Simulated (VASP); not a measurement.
Input for VASP

File KPOINTS:
```
Automatic mesh
0
gamma
9 9 9
0 0 0
```

File POSCAR:
```
Pt3Ti
1
    3.9453000466     0.0000000000     0.0000000000
    0.0000000000     3.9453000466     0.0000000000
    0.0000000000     0.0000000000     3.9453000466
Ti Pt
1 3
Direct
  0.0000000000   0.0000000000   0.0000000000
  0.0000000000   0.5000000000   0.5000000000
  0.5000000000   0.0000000000   0.5000000000
  0.5000000000   0.5000000000   0.0000000000
```

INCAR:
```
# general
SYSTEM  = Pt3Ti
PREC    = Accurate
ENCUT   = 400
LREAL   = F
LASPH   = T

# electronic loop
EDIFF   = 1E-7
NELM    = 100   # most electronic steps
ALGO    = Normal
LMAXMIX = 6   # l cut-off of mixed one-centre charges

# smearing
ISMEAR  = -5   # tetrahedra, Bloechl

# functional
GGA     = PE   # PBE

# ions
ISIF    = 2   # forces and stress, cell fixed

# output
LWAVE   = F
LCHARG  = T
LORBIT  = 11   # lm-projected
NEDOS   = 601   # DOS grid

# other
LEFG    = T
```

POTCAR, in this order: Ti_sv Pt (PBE.64 set). Program: vasp_std.

**Question.** Write an equivalent input for Quantum ESPRESSO's pw.x.

**Answer.** One equivalent input (not run):
```
&CONTROL
  calculation = 'scf'
  pseudo_dir = './pseudo'
  outdir = './out'
  tprnfor = .true.
  tstress = .true.
/
&SYSTEM
  ibrav = 0
  nat = 4
  ntyp = 2
  ecutwfc = 84
  occupations = 'tetrahedra'
  input_dft = 'pbe'
/
&ELECTRONS
  conv_thr = 7.3e-09
  electron_maxstep = 100
/
ATOMIC_SPECIES
  Ti 47.867 Ti.upf
  Pt 195.084 Pt.upf
CELL_PARAMETERS angstrom
     3.9453000    0.0000000    0.0000000
     0.0000000    3.9453000    0.0000000
     0.0000000    0.0000000    3.9453000
ATOMIC_POSITIONS crystal
  Ti   0.0000000  0.0000000  0.0000000
  Pt   0.0000000  0.5000000  0.5000000
  Pt   0.5000000  0.0000000  0.5000000
  Pt   0.5000000  0.5000000  0.0000000
K_POINTS automatic
  9 9 9 0 0 0
```
What does not carry over: the potentials are each code's own (VASP's PAW set, PseudoDojo norm-conserving files in pw.x), so ENCUT and ecutwfc are chosen apart and not converted; conv_thr bounds pw.x's estimated SCF error, while EDIFF bounds the energy change between steps; the field gradients of LEFG aren't asked of the other code.

The compound is Pt3Ti in the L1_2 structure. It was relaxed first.
